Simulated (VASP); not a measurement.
VASP input:

File POSCAR:
```
SnIr
1
    3.9800000000     0.0000000000     0.0000000000
   -1.9900000000     3.4467810000     0.0000000000
    0.0000000000     0.0000000000     5.6300000000
Ir Sn
2 2
Direct
  0.0000000000   0.0000000000   0.0000000000
  0.0000000000   0.0000000000   0.5000000000
  0.3333330000   0.6666670000   0.2500000000
  0.6666670000   0.3333330000   0.7500000000
```

### INCAR
```
# general
SYSTEM   =  SnIr
PREC     =  Accurate
ENCUT    =  300   # plane-wave cut-off (eV)
LREAL    =  F   # projection in real space or not
LASPH    =  T

# electronic loop
EDIFF    =  1E-6
NELM     =  100   # most electronic steps
ALGO     =  Normal
LMAXMIX  =  6

# smearing
ISMEAR   =  0
SIGMA    =  0.136   # width (eV)

# ions
IBRION   =  2
NSW      =  50
ISIF     =  3
EDIFFG   =  -0.01

# output
LWAVE    =  F
LCHARG   =  F
```

File KPOINTS:
```
Regular mesh
0
G
  11 11 7
```

POTCAR, in this order: Ir Sn_d (LDA.64 set). Program: vasp_std.

Write an equivalent input for Quantum ESPRESSO's pw.x.

One equivalent input (not run):
```
&CONTROL
  calculation = 'vc-relax'
  pseudo_dir = './pseudo'
  outdir = './out'
  tprnfor = .true.
  tstress = .true.
  nstep = 50
  forc_conv_thr = 0.00039
/
&SYSTEM
  ibrav = 0
  nat = 4
  ntyp = 2
  ecutwfc = 72
  occupations = 'smearing'
  smearing = 'gaussian'
  degauss = 0.009996
  input_dft = 'pz'
/
&ELECTRONS
  conv_thr = 7.3e-08
  electron_maxstep = 100
/
&IONS
/
&CELL
/
ATOMIC_SPECIES
  Ir 192.217 Ir.upf
  Sn 118.710 Sn.upf
CELL_PARAMETERS angstrom
     3.9800000    0.0000000    0.0000000
    -1.9900000    3.4467810    0.0000000
     0.0000000    0.0000000    5.6300000
ATOMIC_POSITIONS crystal
  Ir   0.0000000  0.0000000  0.0000000
  Ir   0.0000000  0.0000000  0.5000000
  Sn   0.3333330  0.6666670  0.2500000
  Sn   0.6666670  0.3333330  0.7500000
K_POINTS automatic
  11 11 7 0 0 0
```
What does not carry over: the potentials are each code's own (VASP's PAW set, PseudoDojo norm-conserving files in pw.x), so ENCUT and ecutwfc are chosen apart and not converted; conv_thr bounds pw.x's estimated SCF error, while EDIFF bounds the energy change between steps; forc_conv_thr acts on force components and is met together with etot_conv_thr.

The structure comes from a measured SnIr entry of the Crystallography Open Database, whose conditions weren't checked. This run relaxes it. Symmetry was kept, so distortions that lower it aren't found. The run is one of a series of settings (EDIFFG = -0.01, IBRION = 2, ISIF = 3, NSW = 50 against the base run), some of them coarse on purpose.
